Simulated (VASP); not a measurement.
# LiRe: structure and properties in VASP, part 3 of 3

What structure does LiRe take at this level, and what are its properties? The cell is invented: it takes the structure of COD entry 1539571, LiPd (space group 221 there), with some of its atoms replaced by other elements, volume scaled by an estimate. It may not be a known or stable phase.

VASP 6.6.1; vdW-DF2; plane waves and PAW (Re, Li_sv); invented cell.

So far. Step 3 (Full relaxation (vdW-DF2)): It ends with forces that vanish by symmetry and a pressure of -0.01 GPa. Step 4 (Single point with fields (vdW-DF2)): In this run the pressure is 0.03 GPa, small enough to go on. The relaxed cell has a = 2.978 Å (conventional setting).

**5. Band structure (vdW-DF2)**

Levels along the symmetry lines show where the bands peak and cross; KPOINTS_OPT computes them in the converged potential.

INCAR

```
SYSTEM = LiRe
PREC = Accurate
ENCUT = 650
EDIFF = 1E-06
NELM = 100
ISMEAR = -1
SIGMA = 0.05
LREAL = .FALSE.
ALGO = Normal
GGA = ML
AGGAC = 0
LUSE_VDW = .TRUE.
ZAB_VDW = -1.8867
LASPH = .TRUE.
NBANDS = 17
LORBIT = 11
LWAVE = .FALSE.
LCHARG = .FALSE.
```

POSCAR

```
LiRe
1.0
    2.9782195540      0.0000000000      0.0000000000
    0.0000000000      2.9782195540      0.0000000000
    0.0000000000      0.0000000000      2.9782195540
Re Li
1 1
Direct
    0.5000000000      0.5000000000      0.5000000000
    0.0000000000      0.0000000000      0.0000000000
```

KPOINTS

```
Automatic mesh
0
Gamma
8 8 8
0 0 0
```

KPOINTS_OPT

```
Line mode
16
Line-mode
Reciprocal
  0.00000000   0.00000000   0.00000000 GAMMA
  0.00000000   0.50000000   0.00000000 X

  0.00000000   0.50000000   0.00000000 X
  0.50000000   0.50000000   0.00000000 M

  0.50000000   0.50000000   0.00000000 M
  0.00000000   0.00000000   0.00000000 GAMMA

  0.00000000   0.00000000   0.00000000 GAMMA
  0.50000000   0.50000000   0.50000000 R

  0.50000000   0.50000000   0.50000000 R
  0.00000000   0.50000000   0.00000000 X

  0.50000000   0.50000000   0.00000000 M
  0.50000000   0.50000000   0.50000000 R
```

The projector-augmented-wave data sets are Re and Li_sv (PBE family, release 64).

Command:

```console
$ mpirun -np 1 vasp_std
```

The log of the run:

```text
[... set-up lines as in an earlier step ...]
 entering main loop
       N       E                     dE             d eps       ncg     rms          rms(c)
DAV:   1     0.253211557166E+02    0.25321E+02   -0.45673E+03  1781   0.804E+02
DAV:   2    -0.752114537125E+01   -0.32842E+02   -0.30261E+02  1887   0.192E+02
DAV:   3    -0.923195142049E+01   -0.17108E+01   -0.16254E+01  1983   0.551E+01
DAV:   4    -0.929953876283E+01   -0.67587E-01   -0.67226E-01  1809   0.707E+00
DAV:   5    -0.930163319176E+01   -0.20944E-02   -0.20932E-02  1900   0.633E-01    0.312E+01
DAV:   6    -0.814595656916E+01    0.11557E+01   -0.24206E+00  2003   0.251E+01    0.623E+00
DAV:   7    -0.809257055276E+01    0.53386E-01   -0.13523E-01  2027   0.584E+00    0.836E-01
DAV:   8    -0.808540165887E+01    0.71689E-02   -0.62897E-03  1690   0.116E+00    0.465E-01
DAV:   9    -0.808546684042E+01   -0.65182E-04   -0.31752E-04  1682   0.104E-01    0.318E-01
DAV:  10    -0.808563374727E+01   -0.16691E-03   -0.38179E-04  1704   0.171E-01    0.271E-02
DAV:  11    -0.808563316222E+01    0.58505E-06   -0.20253E-05  1770   0.354E-02    0.105E-02
DAV:  12    -0.808563310793E+01    0.54294E-07   -0.21939E-07  1109   0.322E-03
   1 F= -.80856331E+01 E0= -.80743148E+01  d E =-.226366E-01
 Start KPOINTS_OPT (optional k-point list driver)
k-point batch [1-35\96]
       N       E                     dE             ncg
DAV:   1    -0.730410899199E+03   -0.11462E+05     1761
DAV:   2    -0.197050603035E+04   -0.12401E+04     1904
DAV:   3    -0.202669361287E+04   -0.56188E+02     1879
DAV:   4    -0.202868274476E+04   -0.19891E+01     1798
DAV:   5    -0.202880467397E+04   -0.12193E+00     1937
DAV:   6    -0.202880590647E+04   -0.12325E-02     1807
DAV:   7    -0.202880592544E+04   -0.18974E-04     1874
DAV:   8    -0.202880592557E+04   -0.12903E-06     1289
[...]
k-point batch [71-96\96]
       N       E                     dE             ncg
DAV:   1     0.457025602153E+04   -0.13411E+05     1334
DAV:   2     0.369264702864E+04   -0.87761E+03     1399
DAV:   3     0.364929278717E+04   -0.43354E+02     1453
DAV:   4     0.364759226002E+04   -0.17005E+01     1370
DAV:   5     0.364752812636E+04   -0.64134E-01     1448
DAV:   6     0.364752706904E+04   -0.10573E-02     1408
DAV:   7     0.364752705447E+04   -0.14565E-04     1272
DAV:   8     0.364752705386E+04   -0.60964E-06     1032
```

Elapsed: 89 s, on 1 MPI rank of Intel Xeon Platinum 8488C (Sapphire Rapids), shared host; peak memory 0.33 GiB.

OUTCAR, selected parts (step 5):

```text
   k-points           NKPTS =     35   k-points in BZ     NKDIM =     35   number of bands    NBANDS=     17

   NELECT =      10.0000    total number of electrons

 E-fermi :   5.1498

 k-point     1 :       0.0000    0.0000    0.0000
  band No.  band energies     occupation
      1     -40.6620      2.00000
      2      -1.8035      2.00000
      3       1.9678      2.00000
      4       1.9678      2.00000
      5       6.8276      0.00000
      6       6.8276      0.00000
      7       6.8276      0.00000
      8      13.4709      0.00000
      9      13.4709      0.00000
    ...

Total vdW correction in eV:      1.7286593

  Total       -0.0015503     -0.0015503     -0.0015503     -0.0000000      0.0000000      0.0000000
  in kB       -0.0940293     -0.0940293     -0.0940293     -0.0000000      0.0000000      0.0000000
  external PRESSURE =      -0.0940293 kB  Pullay stress =       0.0000000 kB

 POSITION                                       TOTAL-FORCE (eV/Angst)
 -----------------------------------------------------------------------------------
      1.48911      1.48911      1.48911         0.000000      0.000000      0.000000
      0.00000      0.00000      0.00000         0.000000      0.000000      0.000000
 -----------------------------------------------------------------------------------
    total drift:                                0.000000      0.000000      0.000000

  FREE ENERGIE OF THE ION-ELECTRON SYSTEM (eV)
  ---------------------------------------------------
  free  energy   TOTEN  =        -8.0856331079 eV

  energy  without entropy=       -8.0629965556  energy(sigma->0) =       -8.07431483

Total vdW correction in eV:      1.7286851

[... 8 parts as in an earlier step ...]

[... 8 further parts left out ...]
```

Spin-orbit coupling is off here; with elements this heavy it splits and shifts levels by tenths of an eV or more.

Numbers from this step:

| Quantity | Value |
| --- | --- |
| bands | 17 |
| pressure | -0.009403 GPa |

The electronic bands at the labelled points (eV, zero at the Fermi level; # counts the bands kept, so #1 is VASP's band 2):

```tsv
point	#1	#2	#3	#4	#5	#6	#7
Γ	-6.95	-3.18	-3.18	1.68	1.68	1.68	8.32
0.53 of the way	-5.98	-2.85	-2.09	0.29	0.29	1.80	5.87
X	-5.32	-2.56	-0.53	-0.53	-0.39	1.90	3.98
0.53 of the way	-3.88	-2.66	-1.36	-0.20	0.80	0.83	3.94
M	-3.50	-2.80	0.09	0.09	0.94	0.94	3.26
0.47 of the way	-4.77	-2.33	-1.55	-0.81	0.39	0.75	5.84
Γ	-6.95	-3.18	-3.18	1.68	1.68	1.68	8.32
0.47 of the way	-4.19	-1.86	-1.86	-0.31	-0.31	-0.24	8.42
R	-3.58	-3.58	-3.58	3.39	3.39	6.54	6.54
0.47 of the way	-2.79	-2.62	-2.43	-0.43	0.00	3.35	4.31
X	-5.32	-2.56	-0.53	-0.53	-0.39	1.90	3.98
jump to M	-3.50	-2.80	0.09	0.09	0.94	0.94	3.26
0.47 of the way	-3.54	-2.32	-2.32	-0.87	3.32	3.97	3.97
R	-3.58	-3.58	-3.58	3.39	3.39	6.54	6.54
```

Of the projections kept (Re, Li), the largest for each band there; the rest of the weight can lie on other orbitals:

```tsv
point	#1	#2	#3	#4	#5	#6	#7
Γ	Re 0.89	Re 1.00	Re 1.00	Re 1.00	Re 1.00	Re 1.00	Li 0.59
X	Re 0.94	Re 1.00	Re 0.97	Re 0.97	Re 0.79	Re 1.00	Re 0.97
M	Re 0.95	Re 1.00	Re 1.00	Re 1.00	Re 0.73	Re 0.73	Re 1.00
Γ	Re 0.89	Re 1.00	Re 1.00	Re 1.00	Re 1.00	Re 1.00	Li 0.59
R	Re 0.94	Re 0.94	Re 0.94	Re 1.00	Re 1.00	Re 1.00	Re 1.00
X	Re 0.94	Re 1.00	Re 0.97	Re 0.97	Re 0.79	Re 1.00	Re 0.97
```

The electronic bands as a text plot (rows in eV, shown from -7.0 to 6.5 only):

```
    6.3 |   *                *                 **              **
    5.7 |    *              *                 * **
    5.1 |                  *                     *            *
    4.6 |     *           *                  *    **         *
    4.0 |      *******                             *******
    3.4 |             ****                  *  *          *******
    2.9 |                                    ****   *
    2.3 |                                        *   *     *   *
    1.8 |**********             ****       **    *      ***
    1.2 | **       *  **      ***   *      *      *   **      *
    0.6 |   *     **** *** *****     **   *       *    *
    0.1 |    *   *  ********  *       **           ***  *
   -0.5 |     ****** *    ** *          **              ***  *
   -1.1 |     *  *          *                       * ***  *
   -1.6 |    *    * *       *           **           ***    *
   -2.2 |   *     **        **        **            *****  **
   -2.7 |  *******  *  *****  ***   **    **      ***    **  *
   -3.3 |***         *****      ****      *********  *    *******
   -3.9 |           *     **             *                      *
   -4.4 |          *                    *             *
   -5.0 |        **         **         *               **
   -5.5 |    ****                     *                  *
   -6.1 |   *                 **     *
   -6.7 |***                    *****
         Γ      X      M          Γ            R        X|M     R
```

There is no gap at this level.

**6. Density of states (vdW-DF2)**

Here the states are counted by energy and projected on the atoms. The mesh is finer than in the run before.

Changes to INCAR since step 5:

```diff
@@ -5,3 +5,3 @@
 NELM = 100
-ISMEAR = -1
+ISMEAR = -5
 SIGMA = 0.05
@@ -18 +18,2 @@
 LCHARG = .FALSE.
+NEDOS = 2001
```

POSCAR is that of step 5.

KPOINTS

```
Automatic mesh
0
Gamma
11 11 11
0 0 0
```

Command:

```console
$ mpirun -np 1 vasp_std
```

The log of the run:

```text
[... set-up lines as in an earlier step ...]
 entering main loop
       N       E                     dE             d eps       ncg     rms          rms(c)
DAV:   1     0.260595729640E+02    0.26060E+02   -0.45102E+03  2845   0.795E+02
DAV:   2    -0.755028177883E+01   -0.33610E+02   -0.31334E+02  3069   0.201E+02
DAV:   3    -0.923608335989E+01   -0.16858E+01   -0.16293E+01  3078   0.577E+01
DAV:   4    -0.929312460632E+01   -0.57041E-01   -0.56971E-01  3052   0.717E+00
DAV:   5    -0.929473332298E+01   -0.16087E-02   -0.16108E-02  2943   0.564E-01    0.312E+01
DAV:   6    -0.814053381293E+01    0.11542E+01   -0.24697E+00  3287   0.251E+01    0.627E+00
DAV:   7    -0.809091357235E+01    0.49620E-01   -0.12780E-01  3272   0.561E+00    0.933E-01
DAV:   8    -0.808379747369E+01    0.71161E-02   -0.58010E-03  2734   0.112E+00    0.428E-01
DAV:   9    -0.808384396036E+01   -0.46487E-04   -0.31982E-04  2816   0.108E-01    0.244E-01
DAV:  10    -0.808394196242E+01   -0.98002E-04   -0.35602E-04  2837   0.195E-01    0.194E-02
DAV:  11    -0.808394261503E+01   -0.65261E-06   -0.16648E-05  2655   0.345E-02    0.786E-03
DAV:  12    -0.808394280481E+01   -0.18978E-06   -0.18764E-07  1759   0.313E-03
   1 F= -.80839428E+01 E0= -.80839428E+01  d E =0.000000E+00
 -----------------------------------------------------------------------------
|                                                                             |
|           W    W    AA    RRRRR   N    N  II  N    N   GGGG   !!!           |
|           W    W   A  A   R    R  NN   N  II  NN   N  G    G  !!!           |
|           W    W  A    A  R    R  N N  N  II  N N  N  G       !!!           |
|           W WW W  AAAAAA  RRRRR   N  N N  II  N  N N  G  GGG   !            |
|           WW  WW  A    A  R   R   N   NN  II  N   NN  G    G                |
|           W    W  A    A  R    R  N    N  II  N    N   GGGG   !!!           |
|                                                                             |
|     Tetrahedron method does not include variations of the Fermi             |
|     occupations, so forces and stress will be inaccurate. We suggest        |
|     using a different smearing scheme ISMEAR = 1 or 2 for metals in         |
|     relaxations.                                                            |
|                                                                             |
 -----------------------------------------------------------------------------
```

It took 55 s on 1 MPI rank; peak memory 0.34 GiB.

From OUTCAR (step 6):

```text
   k-points           NKPTS =     56   k-points in BZ     NKDIM =     56   number of bands    NBANDS=     17

   NELECT =      10.0000    total number of electrons

 E-fermi :   5.2837

 k-point     1 :       0.0000    0.0000    0.0000
  band No.  band energies     occupation
      1     -40.6629      2.00000
      2      -1.8033      2.00000
      3       1.9834      2.00000
      4       1.9834      2.00000
      5       6.8504      0.00000
      6       6.8504      0.00000
      7       6.8504      0.00000
      8      13.4677      0.00000
      9      13.4677      0.00000
    ...

Total vdW correction in eV:      1.7310146

  Total       -0.0541100     -0.0541100     -0.0541100     -0.0000000     -0.0000000     -0.0000000
  in kB       -3.2818464     -3.2818464     -3.2818464     -0.0000000     -0.0000000     -0.0000000
  external PRESSURE =      -3.2818464 kB  Pullay stress =       0.0000000 kB

  FREE ENERGIE OF THE ION-ELECTRON SYSTEM (eV)
  ---------------------------------------------------
  free  energy   TOTEN  =        -8.0839428048 eV

  energy  without entropy=       -8.0839428048  energy(sigma->0) =       -8.08394280

Total vdW correction in eV:      1.7310232

[... 7 parts as in an earlier step ...]

[... 10 further parts left out ...]
```

With tetrahedra the forces and stress of a metal are not exact derivatives of the energy.

Numbers from this step:

| Item | Value |
| --- | --- |
| irreducible k-points | 56 |
| free energy (TOTEN) | -8.084 eV |
| Fermi energy | 5.284 eV |
| pressure | -0.3282 GPa |
| DOS at the Fermi level | 2.267 states/eV/cell |

The density of states has structure finer than the step of the table below, so its rows give means over 1 eV, whole bins alone (the curve runs from -12.0 to 7.97 eV). Peaks (eV: height): total -2.7: 3.38, -1.9: 2.52, 0.1: 2.88, 0.5: 2.91; Re d -2.5: 2.45, -0.9: 1.74, 0.1: 2.28, 0.5: 2.20; Re p -2.5: 0.122, -1.9: 0.184, 0.5: 0.189, 6.0: 0.137; Re s -5.3: 0.202, -2.7: 0.109, 4.0: 0.165, 7.5: 0.0788.

States under -12.0 eV and over 8.0 eV are left out. Table of density of states by energy, zero at the Fermi level; means over each step; values in states/eV/cell:

```tsv
energy (eV)	total	Re d	Re p	Re s
-8	0	0	0	0
-7	0.0436	2.4e-4	5.9e-4	0.0207
-6	0.241	0.0126	0.00715	0.103
-5	0.501	0.0748	0.0200	0.181
-4	0.729	0.269	0.0331	0.147
-3	2.17	1.44	0.0656	0.0856
-2	1.91	1.30	0.118	0.00991
-1	1.64	1.21	0.0873	0.0178
0	2.09	1.63	0.0910	0.0469
1	1.88	1.44	0.133	0.0310
2	0.503	0.310	0.0692	0.0180
3	0.212	0.106	0.0386	0.0138
4	0.647	0.405	0.0616	0.0458
5	0.631	0.306	0.0955	0.0328
6	0.469	0.166	0.0956	0.0128
7	0.399	0.104	0.0752	0.0453
```

The finer mesh and the other smearing move the Fermi level by +0.13 eV from the 8×8×8 run, one measure of the sampling error in the zero of the bands above. Of the states within 0.3 eV of the Fermi level, the largest shares in the PAW spheres are Re d 79 %. The rest lies in smaller channels or between the spheres.

**7. Elastic constants (vdW-DF2)**

IBRION = 6 with ISIF = 3 strains the cell both ways at fixed fractional positions, and adds the ions' share afterwards from the force constants. Stress converges slowly with the basis, so the cutoff is raised.

INCAR

```
SYSTEM = LiRe
PREC = Accurate
ENCUT = 700
EDIFF = 1E-07
NELM = 100
ISMEAR = 1
SIGMA = 0.2
LREAL = .FALSE.
ALGO = Normal
GGA = ML
AGGAC = 0
LUSE_VDW = .TRUE.
ZAB_VDW = -1.8867
LASPH = .TRUE.
NBANDS = 11
LORBIT = 11
LWAVE = .FALSE.
LCHARG = .FALSE.
IBRION = 6
NFREE = 2
POTIM = 0.015
ISIF = 3
NSW = 1
```

POSCAR is that of step 6.

KPOINTS

```
Automatic mesh
0
Gamma
22 22 22
0 0 0
```

Command:

```console
$ mpirun -np 1 vasp_std
```

The log of the run:

```text
[... set-up lines as in an earlier step ...]
 entering main loop
       N       E                     dE             d eps       ncg     rms          rms(c)
DAV:   1     0.245457946886E+02    0.24546E+02   -0.50429E+03 13058   0.129E+03
DAV:   2    -0.772951390242E+01   -0.32275E+02   -0.30617E+02 12854   0.237E+02
DAV:   3    -0.923072404028E+01   -0.15012E+01   -0.14805E+01 13968   0.394E+01
DAV:   4    -0.928566135015E+01   -0.54937E-01   -0.54670E-01 11195   0.557E+00
[...]
DAV:  12    -0.807628212974E+01   -0.48306E-06   -0.11570E-06 11354   0.117E-02    0.363E-03
DAV:  13    -0.807628192717E+01    0.20256E-06   -0.11508E-07  8610   0.383E-03    0.258E-04
DAV:  14    -0.807628196752E+01   -0.40346E-07   -0.74643E-09  6422   0.260E-03
   1 F= -.80762820E+01 E0= -.80761994E+01  d E =-.247624E-03
[... from here on, the cycles between the ionic steps are left out ...]
   2 F= -.80763918E+01 E0= -.80764868E+01  d E =0.285184E-03
   3 F= -.80780781E+01 E0= -.80780386E+01  d E =-.118384E-03
   4 F= -.80763917E+01 E0= -.80764867E+01  d E =0.285196E-03
   5 F= -.80780781E+01 E0= -.80780386E+01  d E =-.118407E-03
   6 F= -.80763920E+01 E0= -.80764871E+01  d E =0.285188E-03
   7 F= -.80780786E+01 E0= -.80780391E+01  d E =-.118388E-03
   8 F= -.80748688E+01 E0= -.80748043E+01  d E =-.193284E-03
   9 F= -.80748687E+01 E0= -.80748043E+01  d E =-.193220E-03
  10 F= -.80748687E+01 E0= -.80748043E+01  d E =-.193229E-03
  11 F= -.80748687E+01 E0= -.80748043E+01  d E =-.193222E-03
 Finite differences progress:
  Degree of freedom:   5/  8
  Displacement:        2/  2
  Total:              10/ 16
[...]
N       E                     dE             d eps       ncg     rms          rms(c)
DAV:   1    -0.808308180469E+01   -0.82131E-02   -0.76325E-01103928   0.205E+01    0.442E-01
DAV:   2    -0.807896682079E+01    0.41150E-02   -0.47281E-03105781   0.626E-01    0.237E-01
DAV:   3    -0.807603938741E+01    0.29274E-02   -0.17112E-03108475   0.374E-01    0.679E-02
DAV:   4    -0.807494958789E+01    0.10898E-02   -0.21045E-04111263   0.145E-01    0.100E-02
DAV:   5    -0.807489177095E+01    0.57817E-04   -0.38096E-06103670   0.186E-02    0.472E-03
 hard stop encountered!  aborting job ...
 -----------------------------------------------------------------------------
|                                                                             |
|           W    W    AA    RRRRR   N    N  II  N    N   GGGG   !!!           |
|           W    W   A  A   R    R  NN   N  II  NN   N  G    G  !!!           |
|           W    W  A    A  R    R  N N  N  II  N N  N  G       !!!           |
|           W WW W  AAAAAA  RRRRR   N  N N  II  N  N N  G  GGG   !            |
|           WW  WW  A    A  R   R   N   NN  II  N   NN  G    G                |
|           W    W  A    A  R    R  N    N  II  N    N   GGGG   !!!           |
|                                                                             |
|     The electronic self-consistency was not achieved in the given           |
|     number of steps (NELM). The forces and other quantities evaluated       |
|     might not be reliable so examine the results carefully. If you find     |
|     spurious results, we suggest increasing NELM, if you were close to      |
|     convergence or switching to a different ALGO or adjusting the           |
|     density mixing parameters otherwise.                                    |
|                                                                             |
 -----------------------------------------------------------------------------

 soft stop encountered!  aborting job ...
```

Wall time 79 min (1 MPI rank).

The run was stopped at its time limit, by a STOPCAR file.

More ranks or a longer limit would be the way on.

**8. Summary of results**

* relaxed volume: 13.21 Å³/atom
* relaxed conventional cell a, b, c: 2.978, 2.978, 2.978 Å
* space group after relaxing, within 0.02 Å: Pm-3m (No. 221)
* band gap: none, a metal
* DOS at the Fermi level: 2.27 states/eV/cell

In words: With vdW-DF2, LiRe relaxes to 13.21 Å³/atom in space group Pm-3m (held by the symmetry of the run) and comes out as a metal. Not obtained: elastic constants (vdW-DF2), because the run hit its time limit. Band structure (vdW-DF2): Of the bands kept, 4 cross the Fermi level on this path. Spin-orbit coupling is left out, and with elements this heavy it would split and shift bands near the Fermi level. The k-sampling is coarse for a metal, so the Fermi level, pressures and the shape of the cell carry errors. No search among competing phases was made. All values are for a static lattice at zero temperature.

[Lines on the potential files, build, host, timing and source positions are cut from VASP's logs without a mark.]

[Logs are printed without paths, hosts, clocks, repeated set-up lines and the standing remarks that a program may print on its own settings, such as how far it seeks lower states.]

[Hosts, paths, dates, database ids (printed as entryN), source tags and the programs' standing remarks are cut or masked in the printed files.]

[A measured line is paired with the nearest computed mode of its activity, which favours agreement.]
